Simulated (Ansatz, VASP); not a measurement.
# SiC (Moissanite 6O SiC) in two plane-wave programs

Wanted: the spread between two codes on one cell, functional and k mesh. The cell is taken from a series of runs on this material, whose earlier steps may have relaxed, scaled, displaced or heated it; both programs get it as it stands.

Calculated with Ansatz 0.2.0; plane waves, with VASP 6.6.1 beside it; relaxation of cell and atoms at LDA.

**1. Set-up**

It takes space group P6_3mc (No. 186, hexagonal). Conventional cell: a = 3.059 Å, b = 3.059 Å, c = 15.011 Å, α = 90.00°, β = 90.00°, γ = 120.00°. Nearest to Si lie 4 C at 1.87 to 1.88 Å. Si has 4 C at 1.87 to 1.88 Å nearest. Nearest to C lie 4 Si at 1.87 to 1.88 Å. Nearest to C lie 4 Si at 1.87 to 1.88 Å. Farther neighbours are not listed.

**2. VASP: relaxation of cell and atoms, LDA, pair 1**

The relaxed volume is the usual yardstick between codes: in a stiff, nearly cubic crystal its relative difference is about their pressure difference at one cell divided by the bulk modulus.

Lines of VASP's logs that name or quote its potential files are left out, and so is its time.

INCAR reads:

```
SYSTEM = SiC
PREC = Accurate
ENCUT = 600
EDIFF = 1E-07
NELM = 120
ISMEAR = 0
SIGMA = 0.01
LREAL = .FALSE.
ALGO = Normal
GGA = CA
NBANDS = 36
LORBIT = 11
LWAVE = .FALSE.
LCHARG = .FALSE.
ISIF = 3
IBRION = 2
NSW = 80
EDIFFG = -0.005
LASPH = .TRUE.
GGA_COMPAT = .FALSE.
NELMIN = 4
EFERMI = MIDGAP
KPAR = 2
```

POSCAR reads:

```
SiC
1.0
    1.5296167866     -2.6494739206      0.0000000000
    1.5296167866      2.6494739206      0.0000000000
    0.0000000000      0.0000000000     15.0109671719
Si C
6 6
Direct
    0.1666636455      0.8333363545      0.8577041969
    0.8333363545      0.1666636455      0.3577041969
    0.4999955800      0.5000044200      0.5244825487
    0.5000044200      0.4999955800      0.0244825487
    0.8333266427      0.1666733573      0.6912133851
    0.1666733573      0.8333266427      0.1912133851
    0.4999911773      0.5000088227      0.6498357187
    0.5000088227      0.4999911773      0.1498357187
    0.1666632936      0.8333367064      0.9827012569
    0.8333367064      0.1666632936      0.4827012569
    0.8333244408      0.1666755592      0.8162028936
    0.1666755592      0.8333244408      0.3162028936
```

KPOINTS reads:

```
Automatic mesh
0
Gamma
9 9 2
0 0 0
```

PAW data sets: Si and C (LDA family, release 64).

Launch:

```sh
> mpirun -np 2 vasp_std
```

Numbers of over 12 decimals in the logs are rounded to 6 here.

What it wrote:

```text
[banner, memory and clock lines left out]
running    2 mpi-ranks, on    1 nodes
 distrk:  each k-point on    1 cores,    2 groups
 distr:  one band on    1 cores,    1 groups

 POSCAR found type information on POSCAR SiC
 POSCAR found :  2 types and      12 ions
 LDA part: xc-table for (Slater(with rela. corr.)+CA(PZ))
 , standard interpolation
 POSCAR, INCAR and KPOINTS ok, starting setup
 FFT: planning ... GRIDC
 FFT: planning ... GRID_SOFT
 FFT: planning ... GRID
 WAVECAR not read
 entering main loop
       N       E                     dE             d eps       ncg     rms          rms(c)
DAV:   1     0.124147707270E+03    0.12415E+03   -0.23950E+04  3600   0.135E+03
DAV:   2    -0.100174829605E+03   -0.22432E+03   -0.21045E+03  4632   0.221E+02
DAV:   3    -0.112263270155E+03   -0.12088E+02   -0.12003E+02  4732   0.482E+01
DAV:   4    -0.112448610184E+03   -0.18534E+00   -0.18497E+00  4616   0.697E+00
DAV:   5    -0.112452570990E+03   -0.39608E-02   -0.39575E-02  4616   0.969E-01    0.227E+01
DAV:   6    -0.100397958891E+03    0.12055E+02   -0.35704E+01  4452   0.220E+01    0.104E+01
DAV:   8    -0.998985217349E+02    0.10359E+00   -0.23159E-01  4340   0.190E+00    0.143E+00
DAV:   9    -0.998803225680E+02    0.18199E-01   -0.33016E-02  4456   0.803E-01    0.176E-01
DAV:  10    -0.998804659668E+02   -0.14340E-03   -0.16400E-03  4452   0.188E-01    0.955E-02
DAV:  11    -0.998804834975E+02   -0.17531E-04   -0.62828E-05  4656   0.424E-02    0.268E-02
DAV:  12    -0.998804735516E+02    0.99459E-05   -0.19337E-05  4460   0.187E-02    0.133E-02
DAV:  13    -0.998804726468E+02    0.90483E-06   -0.44158E-06  4504   0.840E-03    0.222E-03
DAV:  14    -0.998804726073E+02    0.39536E-07   -0.35390E-07  3728   0.323E-03
   1 F= -.99880473E+02 E0= -.99880473E+02  d E =-.998805E+02
 curvature:   0.00 expect dE= 0.000E+00 dE for cont linesearch  0.000E+00
 trial: gam= 0.00000 g(F)=  0.139E-05 g(S)=  0.395E-03 ort = 0.000E+00 (trialstep = 0.100E+01)
 search vector abs. value=  0.397E-03
 bond charge predicted
       N       E                     dE             d eps       ncg     rms          rms(c)
DAV:   1    -0.998806294614E+02   -0.15681E-03   -0.66528E-03  4144   0.423E-01    0.975E-02
DAV:   2    -0.998804961855E+02    0.13328E-03   -0.29183E-04  4360   0.752E-02    0.481E-02
DAV:   3    -0.998804621218E+02    0.34064E-04   -0.94671E-05  4288   0.380E-02    0.923E-03
DAV:   4    -0.998804586012E+02    0.35206E-05   -0.83386E-06  4496   0.117E-02    0.399E-03
DAV:   5    -0.998804579814E+02    0.61981E-06   -0.78228E-07  4172   0.363E-03    0.322E-03
DAV:   6    -0.998804579807E+02    0.67575E-09   -0.16145E-08  2508   0.630E-04
   2 F= -.99880458E+02 E0= -.99880458E+02  d E =0.146265E-04
 trial-energy change:    0.000015  1 .order    0.000017   -0.000397    0.000431
 step:   0.4840(harm=  0.4790)  dis= 0.00002  next Energy=   -99.880569 (dE=-0.963E-04)
 bond charge predicted
       N       E                     dE             d eps       ncg     rms          rms(c)
DAV:   1    -0.998806165482E+02   -0.15857E-03   -0.17881E-03  4116   0.219E-01    0.512E-02
DAV:   2    -0.998805794722E+02    0.37076E-04   -0.81263E-05  4328   0.395E-02    0.251E-02
DAV:   3    -0.998805703145E+02    0.91577E-05   -0.26085E-05  4240   0.200E-02    0.490E-03
DAV:   4    -0.998805693479E+02    0.96660E-06   -0.23166E-06  4504   0.616E-03    0.210E-03
DAV:   5    -0.998805691825E+02    0.16548E-06   -0.19931E-07  2824   0.191E-03    0.140E-03
DAV:   6    -0.998805691768E+02    0.56134E-08   -0.19686E-08  2304   0.723E-04
   3 F= -.99880569E+02 E0= -.99880569E+02  d E =-.965696E-04
 curvature:  -0.24 expect dE=-0.946E-07 dE for cont linesearch -0.158E-07
 trial: gam= 0.01388 g(F)=  0.294E-06 g(S)=  0.101E-06 ort =-0.511E-05 (trialstep = 0.897E+00)
 search vector abs. value=  0.329E-06
 reached required accuracy - stopping structural energy minimisation
```

OUTCAR, selected parts (step 2):

```text
ion  position               nearest neighbor table
   1  0.167  0.833  0.858-  11 1.87  11 1.87  11 1.87   9 1.88   5 3.06   5 3.06   5 3.06   4 3.06
                             4 3.06   4 3.06
   2  0.833  0.167  0.358-  12 1.87  12 1.87  12 1.87  10 1.88   6 3.06   6 3.06   6 3.06   3 3.06
                             3 3.06   3 3.06
   3  0.500  0.500  0.524-  10 1.87  10 1.87  10 1.87   7 1.88   5 3.06   5 3.06   5 3.06   2 3.06
                             2 3.06   2 3.06
   4  0.500  0.500  0.024-   9 1.87   9 1.87   9 1.87   8 1.88   6 3.06   6 3.06   6 3.06   1 3.06
                             1 3.06   1 3.06
   5  0.833  0.167  0.691-   7 1.87   7 1.87   7 1.87  11 1.88   1 3.06   1 3.06   1 3.06   3 3.06
                             3 3.06   3 3.06
   6  0.167  0.833  0.191-   8 1.87   8 1.87   8 1.87  12 1.88   2 3.06   2 3.06   2 3.06   4 3.06
                             4 3.06   4 3.06
   7  0.500  0.500  0.650-   5 1.87   5 1.87   5 1.87   3 1.88
   8  0.500  0.500  0.150-   6 1.87   6 1.87   6 1.87   4 1.88
   9  0.167  0.833  0.983-   4 1.87   4 1.87   4 1.87   1 1.88
  10  0.833  0.167  0.483-   3 1.87   3 1.87   3 1.87   2 1.88
  11  0.833  0.167  0.816-   1 1.87   1 1.87   1 1.87   5 1.88
  12  0.167  0.833  0.316-   2 1.87   2 1.87   2 1.87   6 1.88

  LATTYP: Found a base centered orthorhombic cell.
 ALAT       =     3.0592335732
 B/A-ratio  =     1.7321161377
 C/A-ratio  =     4.9067738088

 Subroutine GETGRP returns: Found  4 space group operations
 (whereof  2 operations were pure point group operations)

The static configuration has the point symmetry C_1h.
 The point group associated with its full space group is C_2v.

 Found     50 irreducible k-points:

   k-points           NKPTS =     50   k-points in BZ     NKDIM =     50   number of bands    NBANDS=     36

   dimension x,y,z NGX =    24 NGY =   24 NGZ =  120
   dimension x,y,z NGXF=    48 NGYF=   48 NGZF=  240

   ENCUT  =  600.0 eV  44.10 Ry    6.64 a.u.   6.11  6.11 29.98*2*pi/ulx,y,z

   NELECT =      48.0000    total number of electrons

 k-points in reciprocal lattice and weights: Automatic mesh
   0.00000000  0.00000000  0.00000000       0.006
   0.11111111  0.00000000  0.00000000       0.025
   0.22222222  0.00000000  0.00000000       0.025
   0.33333333  0.00000000  0.00000000       0.025
   0.44444444  0.00000000  0.00000000       0.025
   0.11111111  0.11111111  0.00000000       0.012
   0.22222222  0.11111111  0.00000000       0.025
   0.33333333  0.11111111  0.00000000       0.025
   0.44444444  0.11111111  0.00000000       0.025
[...]
0.44444444  0.44444444  0.50000000       0.012
  -0.44444444  0.44444444  0.50000000       0.012

 average (electrostatic) potential at core
       1 -81.6570       2 -81.6570       3 -81.7070       4 -81.7070       5 -81.6399
       6 -81.6399       7 -48.7323       8 -48.7323       9 -48.8074      10 -48.8074
      11 -48.7451      12 -48.7451

 E-fermi :   9.3524

 k-point     1 :       0.0000    0.0000    0.0000
  band No.  band energies     occupation
    ...
     20       8.0216      2.00000
     21       8.0218      2.00000
     22       8.2890      2.00000
     23       8.3258      2.00000
     24       8.3259      2.00000
     25      13.6299      0.00000
     26      13.7952      0.00000
     27      14.2135      0.00000
     28      14.7281      0.00000
     29      14.8948      0.00000
    ...

 k-point     2 :       0.1111    0.0000    0.0000
  band No.  band energies     occupation
    ...
     20       7.5987      2.00000
     21       7.7698      2.00000
     22       7.8232      2.00000
     23       8.1528      2.00000
     24       8.2345      2.00000
     25      13.7333      0.00000
     26      14.0316      0.00000
     27      14.1322      0.00000
     28      14.6976      0.00000
     29      14.8752      0.00000
    ...

 k-point     3 :       0.2222    0.0000    0.0000
  band No.  band energies     occupation
    ...
     20       6.7069      2.00000
     21       7.3001      2.00000
     22       7.3320      2.00000
     23       7.7481      2.00000
     24       7.8990      2.00000
     25      12.2932      0.00000
     26      12.5952      0.00000
     27      12.9373      0.00000
     28      13.6057      0.00000
     29      14.3198      0.00000
    ...

  Total       -0.0027041     -0.0041824     -0.0006151      0.0000000      0.0000000      0.0000000
  in kB       -0.0355705     -0.0550171     -0.0080917      0.0000000      0.0000000      0.0000000
  external PRESSURE =      -0.0328931 kB  Pullay stress =       0.0000000 kB

  energy-cutoff  :      600.00
  volume of cell :      121.80
      direct lattice vectors                 reciprocal lattice vectors
     1.530183907 -2.650370655  0.000000000     0.326758109 -0.188652858  0.000000000
     1.530183907  2.650370655  0.000000000     0.326758109  0.188652858  0.000000000
     0.000000000  0.000000000 15.016168499     0.000000000  0.000000000  0.066594884

 POSITION                                       TOTAL-FORCE (eV/Angst)
 -----------------------------------------------------------------------------------
      1.53018      1.76695     12.87945         0.000000     -0.000201     -0.000255
      1.53018     -1.76695      5.37136         0.000000      0.000201     -0.000255
      1.53018      0.00000      7.87571         0.000000      0.000107     -0.000882
      1.53018     -0.00000      0.36762         0.000000     -0.000107     -0.000882
      1.53018     -1.76687     10.37940         0.000000     -0.000302      0.000864
      1.53018      1.76687      2.87132         0.000000      0.000302      0.000864
      1.53018      0.00003      9.75806         0.000000      0.000124      0.000392
      1.53018     -0.00003      2.24997         0.000000     -0.000124      0.000392
      1.53018      1.76691     14.75634         0.000000      0.000139     -0.000801
      1.53018     -1.76691      7.24826         0.000000     -0.000139     -0.000801
      1.53018     -1.76689     12.25626         0.000000      0.000128      0.000681
      1.53018      1.76689      4.74817         0.000000     -0.000128      0.000681
 -----------------------------------------------------------------------------------
    total drift:                                0.000000     -0.000000      0.000032

  FREE ENERGIE OF THE ION-ELECTRON SYSTEM (eV)
  ---------------------------------------------------
  free  energy   TOTEN  =       -99.8805691768 eV

  energy  without entropy=      -99.8805691768  energy(sigma->0) =      -99.88056918

 reached required accuracy - stopping structural energy minimisation

 total charge
# of ion       s       p       d       tot
------------------------------------------
    1        0.714   0.997   0.000   1.711
    2        0.714   0.997   0.000   1.711
    3        0.714   0.995   0.000   1.710
    4        0.714   0.995   0.000   1.710
    5        0.715   0.994   0.000   1.709
    6        0.715   0.994   0.000   1.709
    7        0.829   1.730   0.000   2.559
    8        0.829   1.730   0.000   2.559
    9        0.829   1.728   0.000   2.557
   10        0.829   1.728   0.000   2.557
   11        0.829   1.730   0.000   2.558
   12        0.829   1.730   0.000   2.558
--------------------------------------------------
tot          9.261  16.349   0.000  25.610

[... 3 further parts left out ...]
```

CONTCAR:

```
SiC
   1.00000000000000
     1.5301839074208781   -2.6503706552727206    0.0000000000000000
     1.5301839074208781    2.6503706552727206    0.0000000000000000
     0.0000000000000000    0.0000000000000000   15.0161684989459037
  Si              C
     6     6
Direct
     0.1666601254479526    0.8333398745520474    0.8577054150410657
     0.8333398745520474    0.1666601254479526    0.3577054150410657
     0.4999998141418427    0.5000001858581572    0.5244817531773528
     0.5000001858581572    0.4999998141418427    0.0244817531773529
     0.8333244929370986    0.1666755070629014    0.6912150436078056
     0.1666755070629014    0.8333244929370986    0.1912150436078056
     0.4999940253891703    0.5000059746108297    0.6498366756391010
     0.5000059746108297    0.4999940253891703    0.1498366756391011
     0.1666676161173232    0.8333323838826768    0.9826970085904042
     0.8333323838826768    0.1666676161173232    0.4826970085904042
     0.8333282338134226    0.1666717661865773    0.8162041038442690
     0.1666717661865773    0.8333282338134226    0.3162041038442691
```

The run keeps the 4 symmetry operations of its start, so it cannot find a distortion of lower symmetry.

**3. Ansatz: relaxation of cell and atoms, LDA, pair 1**

Ansatz runs on its default PAW (the set named soft_2) files.

The same cell, functional (in two slightly different forms) and mesh now go to Ansatz, which takes its cutoff from its data sets.

input.yaml reads:

```yaml
crystal:
  lattice:
    - [1.5296167866, -2.6494739206, 0.0]
    - [1.5296167866, 2.6494739206, 0.0]
    - [0.0, 0.0, 15.0109671719]
  atoms:
    - { symbol: Si, position: [0.1666636455, 0.8333363545, 0.8577041969] }
    - { symbol: Si, position: [0.8333363545, 0.1666636455, 0.3577041969] }
    - { symbol: Si, position: [0.49999558, 0.50000442, 0.5244825487] }
    - { symbol: Si, position: [0.50000442, 0.49999558, 0.0244825487] }
    - { symbol: Si, position: [0.8333266427, 0.1666733573, 0.6912133851] }
    - { symbol: Si, position: [0.1666733573, 0.8333266427, 0.1912133851] }
    - { symbol: C, position: [0.4999911773, 0.5000088227, 0.6498357187] }
    - { symbol: C, position: [0.5000088227, 0.4999911773, 0.1498357187] }
    - { symbol: C, position: [0.1666632936, 0.8333367064, 0.9827012569] }
    - { symbol: C, position: [0.8333367064, 0.1666632936, 0.4827012569] }
    - { symbol: C, position: [0.8333244408, 0.1666755592, 0.8162028936] }
    - { symbol: C, position: [0.1666755592, 0.8333244408, 0.3162028936] }
kpoints:
  mp_grid: { grid: [9, 9, 2] }
hamiltonian:
  xc: lda
scf:
  occupations: { method: fixed }
output:
  forces: true
  stress: true
  eigenvalues: true
relax:
  adjacent_minimum: "off"
  f_tol: 0.001
  max_steps: 60
  cell: { stress_tol: 0.01 }
```

Launch:

```sh
> ansatz run input.yaml --threads 16 --pin off --max-ram 61440MiB --backend cuda --events-out ev --progress --plain --runs-dir out --max-vram 78GiB
```

What it wrote:

```text
Engine: ansatz 0.2.0, aarch64-unknown-linux-gnu
Pseudopotentials: kind: paw
Pseudopotential: Si, paw, valence charge 4, recommended cutoff 420 eV (normal), Si.paw.azcp
Pseudopotential: C, paw, valence charge 4, recommended cutoff 420 eV (normal), C.paw.azcp
Functional definition: SPW92
  exchange = slater_x
  correlation = pw_c
device memory: the entry about to start is reckoned to put 3.8 GiB on a device that reports 161.9 GiB free (of which the cap on the GPU budget leaves the run 78.0 GiB)
GPU FFT provider: cuFFT
GPU libraries: cuBLAS 13.8.1, cuFFT 12.4.0, cuSOLVER 12.3.2
GPU matrix products: emulated (plane waves: as basis.precision tells), large ones in fixed point in workspaces of 1.00 GiB
Crystal: 12 atoms, lattice volume = 121.669 Å³
Basis set: ecut = 420 eV, 2379 PW (Γ)
[...]
k-points: 50 of 162
[...]
SCF converged after 5 iterations
[...]
- { symbol: Si, position: [0.166665, 0.833335, 0.191214] }
    - { symbol: C, position: [0.499996, 0.500004, 0.649838] }
    - { symbol: C, position: [0.500004, 0.499996, 0.149838] }
    - { symbol: C, position: [0.166664, 0.833336, 0.982698] }
    - { symbol: C, position: [0.833336, 0.166664, 0.482698] }
    - { symbol: C, position: [0.833330, 0.166670, 0.816204] }
    - { symbol: C, position: [0.166670, 0.833330, 0.316204] }
```

**4. Comparison**

Known differences besides the potentials themselves: the two LDA forms differ slightly; fixed occupations in Ansatz, narrow Gaussian smearing in VASP; the cutoff is 420 eV in Ansatz and 600 eV in VASP; VASP's log shows a relativistic correction to its local exchange, Ansatz's none. Total energies have different zeros and are not compared.

Compared:

| quantity | Ansatz | VASP | difference |
| --- | --- | --- | --- |
| volume (Å³) | 121.67 | 121.80 | -0.11 % |
| edge a after relaxation, in the typed setting (Å) | 3.059 | 3.060 | -0.04 % |
| edge c after relaxation, in the typed setting (Å) | 15.011 | 15.016 | -0.04 % |

(Part 1 of 2 ends here.)

[Lines on the potential files, build, host, timing and source positions are cut from VASP's logs without a mark.]

[Logs are printed without paths, hosts, clocks, repeated set-up lines and the standing remarks that a program may print on its own settings, such as how far it seeks lower states.]

[Hosts, paths, dates, database ids (printed as entryN), source tags and the programs' standing remarks are cut or masked in the printed files.]
